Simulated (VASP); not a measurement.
# Zr: relaxation of cell and atoms with PBEsol

The system is Zr.

```xyz
2
Lattice="3.2392 0.0000 0.0000 -1.6196 2.8053 0.0000 0.0000 0.0000 5.1722" Properties=species:S:1:pos:R:3 pbc="T T T"
Zr    0.0000    1.8702    1.2931
Zr    1.6196    0.9351    3.8792
```

```yaml
Program: VASP 6.6.1
Task: relaxation of cell and atoms
Functional: PBEsol
Potentials_or_basis: VASP PAW PBE potentials, release 64 (Zr_sv)
Cutoff: 480 eV
k_mesh: 15 × 15 × 8
Occupations: gaussian, width 0.1 eV
Spin: no spin polarisation
Further_INCAR_settings: ALGO = Normal; EDIFF = 1e-07; IBRION = 2; EDIFFG = -0.005; NSW = 90; ISIF = 3
```

```
Relaxed volume                         : 22.48 Å³/atom
Relaxed cell                           : a = 3.184 Å, b = 3.184 Å, c = 5.119 Å, α = 90.00°, β = 90.00°, γ = 120.00°
Space group after relaxing (to 0.05 Å) : P6_3/mmc (No. 194)
Energy gained by relaxing              : 13.4 meV/atom
Ionic steps                            : 10
Pressure after relaxing                : 0.0 GPa
Band gap on the k mesh                 : none (metal or under the smearing width)
```

The path:
```
step  energy change (eV)  largest force (eV/Å)  pressure (GPa)  volume (Å³)
   1              0.0000                0.0000           -4.05        47.00
   2             -0.0001                0.0000            4.57        43.08
   3             -0.0264                0.0000           -0.02        44.99
   4             -0.0264                0.0000            0.06        44.95
   5             -0.0267                0.0000            0.06        44.94
   6             -0.0268                0.0000            0.05        44.93
   7             -0.0268                0.0000            0.05        44.93
   8             -0.0268                0.0000            0.05        44.93
   9             -0.0268                0.0000           -0.06        44.98
  10             -0.0268                0.0000            0.00        44.95
```

Final structure:
```
Zr
1.0
     3.18431    0.00000    0.00000
    -1.59216    2.75770    0.00000
     0.00000    0.00000    5.11926
Zr
2
Direct
  0.33333 0.66667 0.25000
  0.66667 0.33333 0.75000
```

Levels at points of the mesh, in eV from the Fermi level:
```csv
k point,band 9,band 10,band 11,band 12,band 13,band 14,band 15,band 16
"(0.00, 0.00, 0.00)",-5.75,-3.16,0.86,0.86,0.92,1.23,1.57,1.57
"(0.00, 0.00, 0.50)",-4.02,-4.02,-0.02,-0.02,0.78,0.78,0.78,0.78
```

Wall time 4.3 min on 1 thread of AMD EPYC 9R45 (Zen 5), on a shared host, peak memory 0.18 GiB.

Caveat: the PAW data sets were made with another functional, which shifts forces and pressure a little.
